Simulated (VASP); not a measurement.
A calculation with VASP 6.6.1 of Na4SrCaSi2 (native input, structure from a POSCAR):

INCAR

```
SYSTEM = Na4SrCaSi2
PREC     = Accurate       ! precision mode
ENCUT    = 500            ! plane-wave cutoff, eV
EDIFF    = 1E-6           ! SCF threshold, eV
ISMEAR   = 0              ! smearing method
SIGMA    = 0.1            ! smearing width, eV
LREAL    = .FALSE.        ! projectors in reciprocal space
LASPH    = .TRUE.         ! aspherical terms in the spheres
NELM     = 80             ! most SCF steps
ALGO     = Normal         ! electronic algorithm
ISIF     = 2              ! what is computed and relaxed
LWAVE    = .FALSE.        ! write WAVECAR
LCHARG   = .FALSE.        ! write CHGCAR
GGA      = PS             ! functional
NBANDS   = 25             ! bands
```

Contents of KPOINTS:

```
regular mesh
0
G
  5 5 4
  0 0 0
```

POSCAR

```
Na4SrCaSi2
5.2991
    1.000008114585      0.000000000000      0.000000000000
    0.000000000000      1.000008114585      0.000000000000
    0.000000000000      0.000000000000      1.402447208016
Sr Ca Si Na
1 1 2 4
Direct
    0.0000000000      0.0000000000      0.0000000000
    0.5000000000      0.5000000000      0.5000000000
    0.0000000000      0.5000000000      0.2576830000
    0.5000000000      0.0000000000      0.7423170000
    0.0000000000      0.0000000000      0.5000000000
    0.5000000000      0.5000000000      0.0000000000
    0.0000000000      0.5000000000      0.7431210000
    0.5000000000      0.0000000000      0.2568790000
```

Potentials or basis: VASP PAW PBE potentials, release 64 (Sr_sv, Ca_pv, Si, Na).

The run is started by

```bash
$ cat potpaw_PBE.64/Sr_sv/POTCAR potpaw_PBE.64/Ca_pv/POTCAR potpaw_PBE.64/Si/POTCAR potpaw_PBE.64/Na/POTCAR > POTCAR
$ mpirun -np 1 vasp_std > vasp.out
```

The cell comes from a database or a generator and needn't be the stable form of this composition.

Question: Write the same calculation in another form: ASE script, structure from a CIF.

Answer: As run:

File run.py:

```python
from ase.calculators.vasp import Vasp
from ase.dft.bandgap import bandgap
from ase.io import read

atoms = read('Na4SrCaSi2.cif', primitive_cell=True, subtrans_included=False)
calc = Vasp(
    directory='calc',
    xc='pbesol',
    pp='PBE',
    setups='minimal',
    prec='Accurate',
    encut=500,
    ediff=1e-07,
    ismear=0,
    sigma=0.1,
    lreal=False,
    lasph=True,
    nelm=80,
    algo='Normal',
    isif=2,
    lwave=False,
    lcharg=False,
    kpts=[5, 5, 4],
    gamma=True,
)
atoms.calc = calc

print('energy (eV):', atoms.get_potential_energy())
print('free energy (eV):', atoms.get_potential_energy(force_consistent=True))
print('forces (eV/A):')
print(atoms.get_forces())
print('stress (eV/A^3, Voigt):', atoms.get_stress())
print('Fermi level (eV):', calc.get_fermi_level())
gap, top, bottom = bandgap(calc)
print('band gap (eV):', gap, 'from (spin, k, band)', top, 'to', bottom)
```

The input Na4SrCaSi2.cif:

```cif
data_Na4SrCaSi2
_cell_length_a 5.29914300
_cell_length_b 5.29914300
_cell_length_c 7.43170800
_cell_angle_alpha 90.00000000
_cell_angle_beta 90.00000000
_cell_angle_gamma 90.00000000
_space_group_name_H-M_alt 'P-4m2'
_space_group_name_Hall 'P -4 -2'
_space_group_IT_number 115
loop_
_space_group_symop_operation_xyz
'x,y,z'
'y,-x,-z'
'-x,-y,z'
'-y,x,-z'
'-x,y,z'
'-y,-x,-z'
'x,-y,z'
'y,x,-z'
loop_
_atom_site_label
_atom_site_type_symbol
_atom_site_symmetry_multiplicity
_atom_site_Wyckoff_symbol
_atom_site_fract_x
_atom_site_fract_y
_atom_site_fract_z
_atom_site_occupancy
Sr1 Sr 1 a 0.0000000000 0.0000000000 0.0000000000 1
Ca1 Ca 1 c 0.5000000000 0.5000000000 0.5000000000 1
Si1 Si 2 g 0.0000000000 0.5000000000 0.2576830000 1
Na1 Na 1 d 0.0000000000 0.0000000000 0.5000000000 1
Na2 Na 1 b 0.5000000000 0.5000000000 0.0000000000 1
Na3 Na 2 g 0.0000000000 0.5000000000 0.7431210000 1
```

Potentials or basis: VASP PAW PBE potentials, release 64 (Sr_sv, Ca_pv, Si, Na).

Command:

```sh
$ python run.py
```

Both were run:

|  | native input, structure from a POSCAR | ASE script, structure from a CIF |
| --- | --- | --- |
| Pressure | -0.9 GPa | -0.9 GPa |
| Largest force | 0.100 eV/Å | 0.100 eV/Å |
| Band gap on the k mesh | 0.12 eV, indirect (least direct gap 0.25 eV) | 0.12 eV, indirect (least direct gap 0.25 eV) |

Keys that steer only the numerical path or the files written may differ.

Caveat: the PAW data sets were made with another functional, which shifts forces and pressure a little; an odd mesh through Γ misses points on the zone boundary, where band edges often lie.
